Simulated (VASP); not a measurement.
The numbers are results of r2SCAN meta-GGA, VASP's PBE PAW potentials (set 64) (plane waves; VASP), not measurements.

VASP ran on this input.

### KPOINTS
```
Regular mesh
0
G
  10 10 6
0 0 0
```

POSCAR:
```
HfO2
1
    3.2191063133    -0.0000000000    -0.0000000000
   -1.6095531567     2.7878280402     0.0000000000
   -0.0000000000     0.0000000000     4.7336746379
Hf O
1 2
Direct
  1.0000000000   0.0000000000   0.0000000000
  0.3333330000   0.6666670000   0.2016439864
  0.6666670000   0.3333330000   0.7983560136
```

**INCAR**
```
SYSTEM=HfO2
PREC=Accurate; ENCUT=520; LREAL=.FALSE.
LASPH=.TRUE.; NBANDS=45
EDIFF=1E-7; NELM=100; ALGO=Normal
LMAXMIX=6; LMIXTAU=.TRUE.
ISMEAR=0; SIGMA=0.01
METAGGA=R2SCAN
LWAVE=.FALSE.; LCHARG=.FALSE.; NEDOS=1001
LOPTICS=.TRUE.; LPEAD=.TRUE.; CSHIFT=0.1
```

POTCAR, in this order: Hf_pv O (PBE.64 set). Program: vasp_std.

Output of the run:

OUTCAR:
```
 ion  position               nearest neighbor table
   1  0.000  0.000  0.000-   2 2.09   3 2.09   3 2.09   2 2.09   3 2.09   2 2.09
   2  0.333  0.667  0.202-   1 2.09   1 2.09   1 2.09
   3  0.667  0.333  0.798-   1 2.09   1 2.09   1 2.09
  LATTYP: Found a hexagonal cell.
 ALAT       =     3.2191063133
 C/A-ratio  =     1.4704934156
 Subroutine PRICEL returns:
 Original cell was already a primitive cell.
 Subroutine GETGRP returns: Found 12 space group operations
The static configuration has the point symmetry D_3d.
The dynamic configuration has the point symmetry D_3d.
 Subroutine INISYM returns: Found 12 space group operations
 Subroutine IBZKPT returns following result:
 Found     72 irreducible k-points:

 Following reciprocal coordinates:
            Coordinates               Weight
  0.000000  0.000000  0.000000      1.000000
  0.100000  0.000000  0.000000      6.000000
  0.200000  0.000000  0.000000      6.000000
  0.300000  0.000000  0.000000      6.000000
  0.400000  0.000000  0.000000      6.000000
  0.500000  0.000000  0.000000      3.000000
  0.100000  0.100000  0.000000      6.000000
...
```

File OSZICAR:
```
       N       E                     dE             d eps       ncg     rms          rms(c)
DAV:   1     0.727724524036E+02    0.72772E+02   -0.98402E+03  6488   0.478E+02
DAV:   2    -0.750947698457E+02   -0.14787E+03   -0.14035E+03  7569   0.174E+02
DAV:   3    -0.798290206140E+02   -0.47343E+01   -0.47021E+01  7716   0.255E+01
DAV:   4    -0.798456229924E+02   -0.16602E-01   -0.16601E-01  7429   0.154E+00
DAV:   5    -0.798456919146E+02   -0.68922E-04   -0.68922E-04  7425   0.927E-02    0.632E+01
DAV:   6    -0.690639957804E+02    0.10782E+02   -0.53662E+00  7011   0.108E+01    0.519E+01
DAV:   7    -0.679243770310E+02    0.11396E+01   -0.83442E-01  7146   0.449E+00    0.200E+01
DAV:   8    -0.701576625810E+02   -0.22333E+01   -0.62603E-01  6660   0.363E+00    0.406E+00
DAV:   9    -0.673770705435E+02    0.27806E+01   -0.30930E-01  6635   0.258E+00    0.162E+00
DAV:  10    -0.678612817944E+02   -0.48421E+00   -0.10881E-01  6535   0.156E+00    0.525E-01
DAV:  11    -0.678843551662E+02   -0.23073E-01   -0.43492E-03  7148   0.307E-01    0.177E-01
DAV:  12    -0.679174895832E+02   -0.33134E-01   -0.66333E-03  6631   0.384E-01    0.275E-01
DAV:  13    -0.679277784342E+02   -0.10289E-01   -0.23648E-03  7110   0.234E-01    0.161E-01
DAV:  14    -0.679293676737E+02   -0.15892E-02   -0.49016E-04  6988   0.108E-01    0.172E-02
DAV:  15    -0.679285595424E+02    0.80813E-03   -0.19064E-04  7173   0.641E-02    0.223E-02
DAV:  16    -0.679293420808E+02   -0.78254E-03   -0.33536E-04  6645   0.851E-02    0.559E-02
DAV:  17    -0.679294888927E+02   -0.14681E-03   -0.20274E-05  6896   0.208E-02    0.417E-02
DAV:  18    -0.679295037506E+02   -0.14858E-04   -0.18319E-06  7373   0.674E-03    0.127E-02
DAV:  19    -0.679295022573E+02    0.14934E-05   -0.61973E-07  6918   0.390E-03    0.157E-03
DAV:  20    -0.679295004251E+02    0.18322E-05   -0.13952E-07  7148   0.169E-03    0.451E-03
DAV:  21    -0.679295008246E+02   -0.39955E-06   -0.14610E-07  6943   0.172E-03    0.353E-03
DAV:  22    -0.679295012577E+02   -0.43306E-06   -0.62352E-08  6275   0.111E-03    0.833E-04
DAV:  23    -0.679295011345E+02    0.12319E-06   -0.39588E-08  6199   0.851E-04    0.575E-04
DAV:  24    -0.679295010959E+02    0.38594E-07   -0.21702E-09  4374   0.180E-04
   1 F= -.67929501E+02 E0= -.67929501E+02  d E =-.839389E-41
 imaginary and real dielectric function
```

File OUTCAR:
```
------------------------ aborting loop because EDIFF is reached ----------------------------------------
  FORCE on cell =-STRESS in cart. coord.  units (eV):
  Direction    XX          YY          ZZ          XY          YZ          ZX
  --------------------------------------------------------------------------------------
  Total       -0.0000110     -0.0000110      0.0150524      0.0000000      0.0000000      0.0000000
  in kB       -0.0004134     -0.0004134      0.5676973      0.0000000      0.0000000      0.0000000
  external PRESSURE =       0.1889568 kB  Pullay stress =       0.0000000 kB
  volume of cell :       42.48
      direct lattice vectors                 reciprocal lattice vectors
     3.219106313  0.000000000  0.000000000     0.310645223  0.179351091  0.000000000
    -1.609553157  2.787828040  0.000000000     0.000000000  0.358702182  0.000000000
     0.000000000  0.000000000  4.733674638     0.000000000  0.000000000  0.211252373
 POSITION                                       TOTAL-FORCE (eV/Angst)
 -----------------------------------------------------------------------------------
      0.00000      0.00000      0.00000        -0.000000      0.000000      0.000000
     -0.00000      1.85855      0.95452        -0.000000      0.000000     -0.018423
      1.60955      0.92928      3.77916         0.000000     -0.000000      0.018423
 -----------------------------------------------------------------------------------
    total drift:                               -0.000000      0.000000      0.000000
  FREE ENERGIE OF THE ION-ELECTRON SYSTEM (eV)
  ---------------------------------------------------
  free  energy   TOTEN  =       -67.9295010959 eV

  energy  without entropy=      -67.9295010959  energy(sigma->0) =      -67.92950110

 plasma frequency squared (from intraband transitions) (eV^2)
  --------------------------------------------------------------------------------------
       0.000       0.000       0.000
       0.000       0.000       0.000
       0.000       0.000       0.000

 plasma frequency squared (from interband transitions, int dw w eps(2)(w)) (eV^2)
  --------------------------------------------------------------------------------------
     693.350       0.000      -0.000       0.000       0.000       0.000
      -0.000      -0.000     693.350       0.000      -0.000       0.000
       0.000      -0.000      -0.000      -0.000     695.432       0.000
```
(Selected blocks of OUTCAR.)

The structure was generated: HfO2 was put into the CdI2 type (P-3m1), which need not be its known phase. It was relaxed first, which changed the volume by +14 %.
